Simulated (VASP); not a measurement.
The input files of a VASP run:

### KPOINTS
```
kpoints
0
gamma
 7 7 3
0 0 0
```

### POSCAR
```
Cl2
3.8585250
  0.8459722303  -0.5332270751   0.0000000000
  0.8459722303   0.5332270751   0.0000000000
  0.0000000000   0.0000000000   2.1776196863
Cl
4
direct
  0.8584250000   0.1265140000   0.6119860000
  0.1236520000   0.8866830000   0.4071000000
  0.6277160000   0.3790570000   0.0933340000
  0.3902070000   0.6077460000   0.8875800000
```

INCAR:
```
SYSTEM  =  Cl2
LWAVE  =  .False.
GGA  =  RE   ! revPBE
ISIF  =  2   ! forces and stress, cell fixed
PREC  =  Accurate
LASPH  =  .True.
LREAL  =  .False.   ! projection in real space or not
ENCUT  =  420   ! plane-wave cut-off (eV)
ALGO  =  Normal
EDIFF  =  1E-09
ISMEAR  =  0
NELM  =  100   ! most electronic steps
SIGMA  =  0.01   ! width (eV)
LCHARG  =  .False.
```

POTCAR, in this order: Cl (PBE.64 set). Program: vasp_std.

### Question
Write an equivalent input for Quantum ESPRESSO's pw.x.

### Answer
One equivalent input (not run):
```
&CONTROL
  calculation = 'scf'
  pseudo_dir = './pseudo'
  outdir = './out'
  tprnfor = .true.
  tstress = .true.
/
&SYSTEM
  ibrav = 0
  nat = 4
  ntyp = 1
  ecutwfc = 58
  occupations = 'smearing'
  smearing = 'gaussian'
  degauss = 0.000735
  input_dft = 'revpbe'
/
&ELECTRONS
  conv_thr = 7.3e-11
  electron_maxstep = 100
/
ATOMIC_SPECIES
  Cl 35.450 Cl.upf
CELL_PARAMETERS angstrom
     3.2642050   -2.0574700    0.0000000
     3.2642050    2.0574700    0.0000000
     0.0000000    0.0000000    8.4024000
ATOMIC_POSITIONS crystal
  Cl   0.8584250  0.1265140  0.6119860
  Cl   0.1236520  0.8866830  0.4071000
  Cl   0.6277160  0.3790570  0.0933340
  Cl   0.3902070  0.6077460  0.8875800
K_POINTS automatic
  7 7 3 0 0 0
```
Limits of the translation: the potentials are each code's own (VASP's PAW set, PseudoDojo norm-conserving files in pw.x), so ENCUT and ecutwfc are chosen apart and not converted; conv_thr bounds pw.x's estimated SCF error, while EDIFF bounds the energy change between steps.

The structure comes from a computed database's Cl2 entry; how it stands against other phases isn't given here. The cell was not relaxed at this level, atoms are displaced from their ideal sites. The run is one of a series of settings (EDIFF = 1E-09, ENCUT = 420, KPOINTS 7×7×3 Γ-centred mesh against the base run), some of them coarse on purpose.
